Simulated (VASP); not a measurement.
# Si (Fd-3m) in VASP: a series of runs

One crystal, Si, is run at these levels: PBE; tasks: band structure.

Everything below comes from runs of VASP 6.6.1. Logs are shortened: lines on timing, memory, paths and dates and some standing lists are left out, and cuts for length are marked.

## 1. The crystal as given

The structure is cubic, space group Fd-3m (No. 227). The conventional cell has a = 5.469 Å, b = 5.469 Å, c = 5.469 Å, α = 90.00°, β = 90.00°, γ = 90.00°. Si (site symmetry -43m) is surrounded by 4 Si at 2.37 Å.

## 2. Band structure, PBE

Input file INCAR:

```
PREC = Accurate
ENCUT = 300
EDIFF = 1E-6
ISMEAR = 0
SIGMA = 0.02
LREAL = False
LASPH = True
NELM = 120
ALGO = Normal
ISIF = 2
LWAVE = False
LCHARG = False
GGA = PE
KPAR = 2
```

Input file KPOINTS:

```
Automatic mesh
0
Gamma
  10 10 10
```

Input file POSCAR:

```
Si                                      
1.0
    0.0000000000      2.7342859811      2.7342859811
    2.7342859811      0.0000000000      2.7342859811
    2.7342859811      2.7342859811      0.0000000000
  Si            
     2
Direct
     0.7500000000000000    0.7500000000000000    0.7500000000000000
     0.5000000000000000    0.5000000000000000    0.5000000000000000
```

Input file KPOINTS_OPT:

```
path GXWKGLUWLK,UX
10
line-mode
reciprocal
 0.0000000000  0.0000000000  0.0000000000  G
 0.5000000000  0.0000000000  0.5000000000  X

 0.5000000000  0.0000000000  0.5000000000  X
 0.5000000000  0.2500000000  0.7500000000  W

 0.5000000000  0.2500000000  0.7500000000  W
 0.3750000000  0.3750000000  0.7500000000  K

 0.3750000000  0.3750000000  0.7500000000  K
 0.0000000000  0.0000000000  0.0000000000  G

 0.0000000000  0.0000000000  0.0000000000  G
 0.5000000000  0.5000000000  0.5000000000  L

 0.5000000000  0.5000000000  0.5000000000  L
 0.6250000000  0.2500000000  0.6250000000  U

 0.6250000000  0.2500000000  0.6250000000  U
 0.5000000000  0.2500000000  0.7500000000  W

 0.5000000000  0.2500000000  0.7500000000  W
 0.5000000000  0.5000000000  0.5000000000  L

 0.5000000000  0.5000000000  0.5000000000  L
 0.3750000000  0.3750000000  0.7500000000  K

 0.6250000000  0.2500000000  0.6250000000  U
 0.5000000000  0.0000000000  0.5000000000  X
```

Potentials or basis: VASP PAW PBE potentials, release 64 (Si).

Command:

```bash
$ cat potpaw_PBE.64/Si/POTCAR > POTCAR
$ mpirun -np 2 vasp_std > vasp.out
```

OUTCAR:

```text
PREC = Accurate
   ENCUT = 300
   EDIFF = 1E-6
   ISMEAR = 0
   LREAL = False
   LASPH = True
   NELM = 120
   ISIF = 2
   GGA = PE

 ion  position               nearest neighbor table
   1  0.750  0.750  0.750-   2 2.37   2 2.37   2 2.37   2 2.37
   2  0.500  0.500  0.500-   1 2.37   1 2.37   1 2.37   1 2.37

  LATTYP: Found a face centered cubic cell.
 ALAT       =     5.4685719622

  Lattice vectors:

 A1 = (   0.0000000000,   2.7342859811,   2.7342859811)
 A2 = (   2.7342859811,   0.0000000000,   2.7342859811)
 A3 = (   2.7342859811,   2.7342859811,   0.0000000000)

Analysis of symmetry for initial positions (statically):
=====================================================================
 Subroutine PRICEL returns:
 Original cell was already a primitive cell.

 Routine SETGRP: Setting up the symmetry group for a
 face centered cubic supercell.

 Subroutine GETGRP returns: Found 48 space group operations
 (whereof 24 operations were pure point group operations)
 out of a pool of 48 trial point group operations.

The static configuration has the point symmetry T_d .
 The point group associated with its full space group is O_h .

Analysis of symmetry for dynamics (positions and initial velocities):
=====================================================================
 Subroutine PRICEL returns:
 Original cell was already a primitive cell.

 Routine SETGRP: Setting up the symmetry group for a
 face centered cubic supercell.

 Subroutine GETGRP returns: Found 48 space group operations
 (whereof 24 operations were pure point group operations)
 out of a pool of 48 trial point group operations.

The dynamic configuration has the point symmetry T_d .
 The point group associated with its full space group is O_h .

 Subroutine INISYM returns: Found 48 space group operations
 (whereof 24 operations are pure point group operations),
 and found     1 'primitive' translations

----------------------------------------------------------------------------------------

                                     Primitive cell

  volume of cell :      40.8848

  direct lattice vectors                    reciprocal lattice vectors
     0.000000000  2.734285981  2.734285981    -0.182863096  0.182863096  0.182863096
     2.734285981  0.000000000  2.734285981     0.182863096 -0.182863096  0.182863096
     2.734285981  2.734285981  0.000000000     0.182863096  0.182863096 -0.182863096

  length of vectors
     3.866864318  3.866864318  3.866864318     0.316728173  0.316728173  0.316728173

  position of ions in fractional coordinates (direct lattice)
     0.750000000  0.750000000  0.750000000
     0.500000000  0.500000000  0.500000000

  ion indices of the primitive-cell ions
   primitive index   ion index
                 1           1
                 2           2

----------------------------------------------------------------------------------------

 KPOINTS: Automatic mesh

Automatic generation of k-mesh.
 Grid dimensions read from file:
 generate k-points for:   10   10   10

 Generating k-lattice:

  Cartesian coordinates                     Fractional coordinates (reciprocal lattice)
    -0.018286310  0.018286310  0.018286310     0.100000000  0.000000000  0.000000000
     0.018286310 -0.018286310  0.018286310     0.000000000  0.100000000  0.000000000
     0.018286310  0.018286310 -0.018286310     0.000000000  0.000000000  0.100000000

  Length of vectors
     0.031672817  0.031672817  0.031672817

  Shift w.r.t. Gamma in fractional coordinates (k-lattice)
     0.000000000  0.000000000  0.000000000

 Subroutine IBZKPT returns following result:
 ===========================================

 Found     47 irreducible k-points:

 Following reciprocal coordinates:
            Coordinates               Weight
  0.000000  0.000000  0.000000      1.000000
  0.100000  0.000000  0.000000      8.000000
  0.200000  0.000000  0.000000      8.000000
  0.300000  0.000000  0.000000      8.000000
  0.400000  0.000000  0.000000      8.000000
  0.500000  0.000000  0.000000      4.000000
[... 16 lines left out ...]
  0.300000  0.300000  0.000000      6.000000
  0.400000  0.300000  0.000000     24.000000
 [... further k-points ...]
   k-points           NKPTS =     47   k-points in BZ     NKDIM =     47   number of bands    NBANDS=      8
   number of dos      NEDOS =    301   number of ions     NIONS =      2
   total plane-waves  NPLWV =  13824
   dimension x,y,z NGX =    24 NGY =   24 NGZ =   24
   dimension x,y,z NGXF=    48 NGYF=   48 NGZF=   48
   ions per type =               2
   NGX,Y,Z   is equivalent  to a cutoff of  10.32, 10.32, 10.32 a.u.
   NGXF,Y,Z  is equivalent  to a cutoff of  20.64, 20.64, 20.64 a.u.
 SYSTEM =  unknown system
   PREC   = accura    normal or accurate (medium, high low for compatibility)
   ISTART =      0    job   : 0-new  1-cont  2-samecut
   ICHARG =      2    charge: 1-file 2-atom 10-const
   ISPIN  =      1    spin polarized calculation?
   LNONCOLLINEAR =      F non collinear calculations
   LSORBIT =      F    spin-orbit coupling
   LASPH  =      T    aspherical Exc in radial PAW
   ENCUT  =  300.0 eV  22.05 Ry    4.70 a.u.   5.46  5.46  5.46*2*pi/ulx,y,z
   NELM   =    120;   NELMIN=  2; NELMDL= -5     # of ELM steps
   EDIFF  = 0.1E-05   stopping-criterion for ELM
   LREAL  =      F    real-space projection
   EDIFFG = 0.1E-04   stopping-criterion for IOM
   NSW    =      0    number of steps for IOM
   IBRION =     -1    ionic relax: 0-MD 1-quasi-New 2-CG
   NFREE  =      0    steps in history (QN), initial steepest desc. (CG)
   ISIF   =      2    stress and relaxation
   ISYM   =      2    0-nonsym 1-usesym 2-fastsym
   POTIM  = 0.5000    time-step for ionic-motion
   TEBEG  =    0.0;   TEEND  =   0.0 temperature during run
   PSTRESS=    0.0 pullay stress
   NELECT =       8.0000    total number of electrons
   NUPDOWN=      -1.0000    fix difference up-down
   EMIN   =  10.00;   EMAX   =-10.00  energy-range for DOS
   EFERMI =   0.00;   METHOD = LEGACY
   ISMEAR =     0;   SIGMA  =   0.02  broadening in eV -4-tet -1-fermi 0-gaus
   EFERMI_NEDOS =   21; number of points for ismear=-14 and -15
   IALGO  =     38    algorithm
   IMIX   =      4    mixing-type and parameters
     AMIX     =   0.40;   BMIX     =  1.00
     AMIX_MAG =   1.60;   BMIX_MAG =  1.00
  volume/ion in A,a.u.               =      20.44       137.95
  Fermi-wavevector in a.u.,A,eV,Ry     =   0.950424  1.796042 12.290231  0.903306
  Thomas-Fermi vector in A             =   2.078800
   LORBIT       =      0    0 simple, 1 ext, 2 COOP (PROOUT), +10 PAW based schemes
   GGA     = PE    functional components
   LHFCALC =     F    Hartree Fock is set to
   AEXX    =    0.0000 exact exchange contribution
   IVDW    =     0    specifies the selected vdW correction
   LEPSILON=     F    determine dielectric tensor
   LRPA    =     F    only Hartree local field effects (RPA)
 non-spin polarized calculation
 Gauss-broadening in eV      SIGMA  =   0.02
  energy-cutoff  :      300.00
  volume of cell :       40.88
 maximum number of plane-waves:       531
 NGX is ok and might be reduce to    24
   NGX = 11   NGY = 11   NGZ = 11

 number of electron       7.9999999 magnetization

 Free energy of the ion-electron system (eV)
  ---------------------------------------------------
  ext. energy  EPLUGINS =         0.00000000
  ---------------------------------------------------
  free energy    TOTEN  =       -10.84317338 eV

  energy without entropy =      -10.84317338  energy(sigma->0) =      -10.84317338

 E-fermi :   5.7218     XC(G=0):  -9.3282

 val. band max:        5.6179417378   @ k =   0.0000   0.0000   0.0000
 cond. band min:       6.2388001571   @ k =   0.4000   0.4000   0.0000
 fundamental gap:      0.6208584193
 Fermi energy:         5.7217576806

 k-point     1 :       0.0000    0.0000    0.0000
  band No.  band energies     occupation
      1      -6.1986      2.00000
      2       5.6179      2.00000
      3       5.6179      2.00000
      4       5.6179      2.00000
      5       8.1769      0.00000
      6       8.1769      0.00000
      7       8.1769      0.00000
      8       8.7512      0.00000

 k-point     2 :       0.1000    0.0000    0.0000
  band No.  band energies     occupation
      1      -6.0700      2.00000
      2       4.4761      2.00000
      3       5.4246      2.00000
      4       5.4246      2.00000
      5       8.1430      0.00000
      6       8.4640      0.00000
      7       8.4640      0.00000
      8       9.7230      0.00000

 k-point     3 :       0.2000    0.0000    0.0000
  band No.  band energies     occupation
      1      -5.6904      2.00000
      2       2.6360      2.00000
      3       5.0510      2.00000
      4       5.0510      2.00000
      5       7.7735      0.00000
      6       8.9671      0.00000
      7       8.9671      0.00000
      8      11.4988      0.00000

 k-point     4 :       0.3000    0.0000    0.0000
  band No.  band energies     occupation
      1      -5.0869      2.00000
      2       0.8774      2.00000
      3       4.7207      2.00000
      4       4.7207      2.00000
      5       7.4099      0.00000
      6       9.1492      0.00000
      7       9.1492      0.00000
      8      13.1204      0.00000

 k-point     5 :       0.4000    0.0000    0.0000
  band No.  band energies     occupation
      1      -4.3570      2.00000
      2      -0.5712      2.00000
      3       4.5108      2.00000
      4       4.5108      2.00000
      5       7.1701      0.00000
      6       9.0459      0.00000
      7       9.0459      0.00000
      8      13.4251      0.00000

 k-point     6 :       0.5000    0.0000    0.0000
  band No.  band energies     occupation
      1      -3.9192      2.00000
      2      -1.2518      2.00000
      3       4.4397      2.00000
      4       4.4397      2.00000
      5       7.0879      0.00000
      6       8.9741      0.00000
      7       8.9741      0.00000
      8      13.3225      0.00000

 k-point     7 :       0.1000    0.1000    0.0000
  band No.  band energies     occupation
      1      -6.0268      2.00000
      2       4.6625      2.00000
      3       5.0569      2.00000
      4       5.0569      2.00000
      5       7.8057      0.00000
      6       8.9515      0.00000
      7       8.9515      0.00000
      8       9.6065      0.00000
[... 133 lines left out ...]
 k-point    20 :      -0.4000    0.2000    0.0000
  band No.  band energies     occupation
      1      -3.5351      2.00000
      2      -1.0048      2.00000
      3       2.2480      2.00000
      4       3.9382      2.00000
      5       7.6810      0.00000
      6      10.1705      0.00000
      7      10.4066      0.00000
      8      13.1243      0.00000

 k-point    21 :      -0.3000    0.2000    0.0000
  band No.  band energies     occupation
      1      -4.1718      2.00000
      2      -0.0427      2.00000
      3       2.2333      2.00000
      4       4.3272      2.00000
      5       8.0630      0.00000
      6      10.1291      0.00000
      7      10.1859      0.00000
      8      12.2408      0.00000

 k-point    22 :      -0.2000    0.2000    0.0000
  band No.  band energies     occupation
      1      -4.8747      2.00000
      2       1.1710      2.00000
      3       2.6842      2.00000
      4       4.7875      2.00000
      5       8.4730      0.00000
      6       9.5883      0.00000
      7       9.8942      0.00000
      8      11.2794      0.00000

 k-point    23 :       0.3000    0.3000    0.0000
  band No.  band energies     occupation
      1      -4.6768      2.00000
      2       1.2133      2.00000
      3       3.4353      2.00000
      4       3.4353      2.00000
      5       6.5104      0.00000
      6       8.0577      0.00000
      7      12.1983      0.00000
      8      12.1983      0.00000

 k-point    24 :       0.4000    0.3000    0.0000
  band No.  band energies     occupation
      1      -4.0755      2.00000
      2       0.2246      2.00000
      3       2.8240      2.00000
      4       3.2335      2.00000
      5       6.6983      0.00000
      6       7.8883      0.00000
      7      12.4828      0.00000
      8      12.6254      0.00000

 [... further k-points ...]

------------------------ aborting loop because EDIFF is reached ----------------------------------------

  FORCE on cell =-STRESS in cart. coord.  units (eV):
  Direction    XX          YY          ZZ          XY          YZ          ZX
  --------------------------------------------------------------------------------------
  -------------------------------------------------------------------------------------
  Total       -0.0258673     -0.0258673     -0.0258673      0.0000000      0.0000000      0.0000000
  in kB       -1.0136773     -1.0136773     -1.0136773      0.0000000      0.0000000      0.0000000
  external PRESSURE =      -1.0136773 kB  Pullay stress =       0.0000000 kB

 VOLUME and BASIS-vectors are now :
 -----------------------------------------------------------------------------
  energy-cutoff  :      300.00
  volume of cell :       40.88
      direct lattice vectors                 reciprocal lattice vectors
     0.000000000  2.734285981  2.734285981    -0.182863096  0.182863096  0.182863096
     2.734285981  0.000000000  2.734285981     0.182863096 -0.182863096  0.182863096
     2.734285981  2.734285981  0.000000000     0.182863096  0.182863096 -0.182863096

 POSITION                                       TOTAL-FORCE (eV/Angst)
 -----------------------------------------------------------------------------------
      4.10143      4.10143      4.10143        -0.000000     -0.000000     -0.000000
      2.73429      2.73429      2.73429         0.000000      0.000000      0.000000
 -----------------------------------------------------------------------------------
    total drift:                                0.000000      0.000000      0.000000

  FREE ENERGIE OF THE ION-ELECTRON SYSTEM (eV)
  ---------------------------------------------------
  free  energy   TOTEN  =       -10.8431733848 eV

  energy  without entropy=      -10.8431733848  energy(sigma->0) =      -10.84317338
```

Run time: 3.2 s. Hardware: 2 MPI ranks of Intel Xeon 6975P-C (Granite Rapids), shared host; peak memory 0.12 GiB.

Results:

```
Free energy             : -10.8432 eV
Pressure                : -0.1 GPa
Band gap on the k mesh  : 0.62 eV, indirect (least direct gap 2.56 eV)
Band gap along the path : 0.63 eV, indirect (least direct gap 2.56 eV)
```

Levels at the corners of the path, in eV from the valence-band top:
```tsv
point	band 1	band 2	band 3	band 4	band 5	band 6	band 7	band 8
Γ	-11.82	0.00	0.00	0.00	2.56	2.56	2.56	3.13
X	-7.75	-7.75	-2.79	-2.79	0.76	0.76	9.94	9.94
X	-7.75	-7.75	-2.79	-2.79	0.76	0.76	9.94	9.94
W	-7.59	-7.59	-3.76	-3.76	4.28	4.28	4.94	4.94
W	-7.59	-7.59	-3.76	-3.76	4.28	4.28	4.94	4.94
K	-8.16	-7.16	-4.20	-2.38	1.24	4.12	7.39	7.93
K	-8.16	-7.16	-4.20	-2.38	1.24	4.12	7.39	7.93
Γ	-11.82	0.00	0.00	0.00	2.56	2.56	2.56	3.13
Γ	-11.82	0.00	0.00	0.00	2.56	2.56	2.56	3.13
L	-9.54	-6.87	-1.18	-1.18	1.47	3.36	3.36	7.71
L	-9.54	-6.87	-1.18	-1.18	1.47	3.36	3.36	7.71
U	-8.16	-7.16	-4.20	-2.38	1.24	4.12	7.39	7.94
U	-8.16	-7.16	-4.20	-2.38	1.24	4.12	7.39	7.93
W	-7.59	-7.59	-3.76	-3.76	4.28	4.28	4.94	4.94
W	-7.59	-7.59	-3.76	-3.76	4.28	4.28	4.94	4.94
L	-9.54	-6.87	-1.18	-1.18	1.47	3.36	3.36	7.71
L	-9.54	-6.87	-1.18	-1.18	1.47	3.36	3.36	7.71
K	-8.16	-7.16	-4.20	-2.38	1.24	4.12	7.39	7.93
U	-8.16	-7.16	-4.20	-2.38	1.24	4.12	7.39	7.93
X	-7.75	-7.75	-2.79	-2.79	0.76	0.76	9.95	9.95
```

Caveat: the cutoff is under 1.25 times the usual one of these potentials, so pressure, stress and relaxed cells hold a basis-set (Pulay) error.

## 3. Band structure, PBE

Changes to INCAR since step 2:

```diff
@@ -1,3 +1,3 @@
 PREC = Accurate
-ENCUT = 300
+ENCUT = 600
 EDIFF = 1E-6
```

KPOINTS is that of step 2.

POSCAR is that of step 2.

KPOINTS_OPT is that of step 2.

Potentials or basis: VASP PAW PBE potentials, release 64 (Si).

Command:

```bash
$ cat potpaw_PBE.64/Si/POTCAR > POTCAR
$ mpirun -np 2 vasp_std > vasp.out
```

It took 7.3 s on 2 MPI ranks of Intel Xeon 6975P-C (Granite Rapids), shared host; peak memory 0.17 GiB.

Results (log left out):

```
Free energy             : -10.8493 eV
Pressure                : 0.0 GPa
Band gap on the k mesh  : 0.62 eV, indirect (least direct gap 2.56 eV)
Band gap along the path : 0.62 eV, indirect (least direct gap 2.56 eV)
```

Levels at the corners of the path, in eV from the valence-band top:
```csv
point,band 1,band 2,band 3,band 4,band 5,band 6,band 7,band 8
Γ,-11.82,0.00,0.00,0.00,2.56,2.56,2.56,3.14
X,-7.75,-7.75,-2.79,-2.79,0.75,0.75,9.94,9.94
X,-7.75,-7.75,-2.79,-2.79,0.75,0.75,9.94,9.94
W,-7.59,-7.59,-3.76,-3.76,4.27,4.27,4.93,4.93
W,-7.59,-7.59,-3.76,-3.76,4.27,4.27,4.93,4.93
K,-8.16,-7.16,-4.20,-2.38,1.23,4.11,7.38,7.92
K,-8.16,-7.16,-4.20,-2.38,1.23,4.11,7.38,7.92
Γ,-11.82,0.00,0.00,0.00,2.56,2.56,2.56,3.14
Γ,-11.82,0.00,0.00,0.00,2.56,2.56,2.56,3.14
L,-9.54,-6.87,-1.18,-1.18,1.47,3.35,3.35,7.70
L,-9.54,-6.87,-1.18,-1.18,1.47,3.35,3.35,7.70
U,-8.16,-7.16,-4.20,-2.38,1.23,4.11,7.38,7.92
U,-8.16,-7.16,-4.20,-2.38,1.23,4.11,7.38,7.92
W,-7.59,-7.59,-3.76,-3.76,4.27,4.27,4.93,4.93
W,-7.59,-7.59,-3.76,-3.76,4.27,4.27,4.93,4.93
L,-9.54,-6.87,-1.18,-1.18,1.47,3.35,3.35,7.70
L,-9.54,-6.87,-1.18,-1.18,1.47,3.35,3.35,7.70
K,-8.16,-7.16,-4.20,-2.38,1.23,4.11,7.38,7.92
U,-8.16,-7.16,-4.20,-2.38,1.23,4.11,7.38,7.92
X,-7.75,-7.75,-2.79,-2.79,0.75,0.75,9.94,9.95
```
